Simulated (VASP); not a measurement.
An input for Quantum ESPRESSO's pw.x (written as the equivalent of a VASP run, and not itself run):

```
&CONTROL
  calculation = 'vc-relax'
  pseudo_dir = './pseudo'
  outdir = './out'
  tprnfor = .true.
  tstress = .true.
  nstep = 40
  forc_conv_thr = 0.00078
/
&SYSTEM
  ibrav = 0
  nat = 2
  ntyp = 1
  ecutwfc = 84
  occupations = 'smearing'
  smearing = 'methfessel-paxton'
  degauss = 0.00735
  input_dft = 'pbesol'
/
&ELECTRONS
  conv_thr = 7.3e-08
  electron_maxstep = 100
/
&IONS
/
&CELL
/
ATOMIC_SPECIES
  Ti 47.867 Ti.upf
CELL_PARAMETERS angstrom
     1.4481116   -2.5082030    0.0000000
     1.4481116    2.5082030    0.0000000
     0.0000000    0.0000000    4.5918681
ATOMIC_POSITIONS crystal
  Ti   0.3333330  0.6666670  0.2500000
  Ti   0.6666670  0.3333330  0.7500000
K_POINTS automatic
  14 14 8 0 0 0
```

### Question
Write the VASP files for the same calculation (PBEsol).

### Answer
One answer among several that fit: 
INCAR:
```
! general
SYSTEM  = Ti
PREC    = Accurate
ENCUT   = 500
LREAL   = .FALSE.
LASPH   = .TRUE.

! electronic loop
EDIFF   = 1E-6
NELM    = 100
ALGO    = Normal
LMAXMIX = 4

! smearing
ISMEAR  = 1
SIGMA   = 0.1

! functional
GGA     = PS

! ions
IBRION  = 2
NSW     = 40
ISIF    = 3
EDIFFG  = -0.02

! output
LWAVE   = .FALSE.
LCHARG  = .FALSE.
```

POSCAR:
```
Ti
1.0
  1.4481116337  -2.5082029803   0.0000000000
  1.4481116337   2.5082029803   0.0000000000
  0.0000000000   0.0000000000   4.5918681294
Ti
2
Direct
  0.3333330000   0.6666670000   0.2500000000
  0.6666670000   0.3333330000   0.7500000000
```

KPOINTS:
```
Automatic mesh
0
Gamma
14 14 8
0 0 0
```

POTCAR, in this order: Ti_sv (PBE.64 set). Program: vasp_std.

The two are equivalent in intent, not identical: the potentials are each code's own (VASP's PAW set, PseudoDojo norm-conserving files in pw.x), so ENCUT and ecutwfc are chosen apart and not converted; conv_thr bounds pw.x's estimated SCF error, while EDIFF bounds the energy change between steps; forc_conv_thr acts on force components and is met together with etot_conv_thr.

The compound is Ti in the hcp structure. It was relaxed first, which changed the volume by -5 %.
